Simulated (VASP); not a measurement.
Level of theory: LDA (Ceperley-Alder, Perdew-Zunger), VASP's LDA PAW potentials (set 64) (plane waves; VASP).

VASP input:

File POSCAR:
```
Ca(CuP)2
1
   -2.0032450000     2.0032450000     4.8364950000
    2.0032450000    -2.0032450000     4.8364950000
    2.0032450000     2.0032450000    -4.8364950000
Ca Cu P
1 2 2
Direct
  0.0000000000   0.0000000000   0.0000000000
  0.7500000000   0.2500000000   0.5000000000
  0.2500000000   0.7500000000   0.5000000000
  0.6187800000   0.6187800000   0.0000000000
  0.3812200000   0.3812200000   0.0000000000
```

INCAR:
```
SYSTEM=Ca(CuP)2
PREC=Accurate; ENCUT=300; LREAL=.False.
LASPH=.True.
EDIFF=1E-6; NELM=100; ALGO=Normal
LMAXMIX=4
ISMEAR=0; SIGMA=0.1
ISIF=2
LWAVE=.False.; LCHARG=.False.
```

### KPOINTS
```
kpoints
0
Gamma
2 2 2
0 0 0
```

POTCAR, in this order: Ca_sv Cu P (LDA.64 set). Program: vasp_std.

At this cut-off the stress carries a Pulay error, which pulls relaxed volumes low. Gaps are read on the run's mesh, which can miss a band edge.

**Question.** What does the run give for the energy per atom (σ→0), pressure, largest force, band gap (on the k-mesh)?

**Answer.** 
| Property | Result |
|---|---|
| energy per atom (σ→0) | -5.090 eV/atom |
| band gap (on the k-mesh) | none (metal, semimetal or under 0.01 eV) |
| pressure | -7.53 GPa |
| largest force | 0.920 eV/Å |

### OSZICAR
```
...
DAV:  11    -0.254538806457E+02    0.14236E-02   -0.14291E-02   312   0.108E+00    0.424E-01
DAV:  12    -0.254519492014E+02    0.19314E-02   -0.10517E-02   336   0.205E+00    0.798E-02
DAV:  13    -0.254520713091E+02   -0.12211E-03   -0.16660E-03   264   0.241E-01    0.731E-02
DAV:  14    -0.254520331604E+02    0.38149E-04   -0.84763E-05   328   0.103E-01    0.321E-02
DAV:  15    -0.254520208711E+02    0.12289E-04   -0.34243E-05   312   0.109E-01    0.154E-02
DAV:  16    -0.254520193961E+02    0.14750E-05   -0.14025E-05   304   0.653E-02    0.683E-03
DAV:  17    -0.254520195810E+02   -0.18488E-06   -0.16918E-06   141   0.892E-03
   1 F= -.25452020E+02 E0= -.25448009E+02  d E =-.802111E-02
```

The structure comes from a computed database's CaCu2P2 entry (I4/mmm); how it stands against other phases isn't given here. The cell was not relaxed at this level. The k-mesh is coarse (spacing up to 1.11 per Å, 2π included), so the numbers may not be converged in it. The run is one of a series of settings (KPOINTS 2×2×2 Γ-centred mesh against the base run), some of them coarse on purpose.
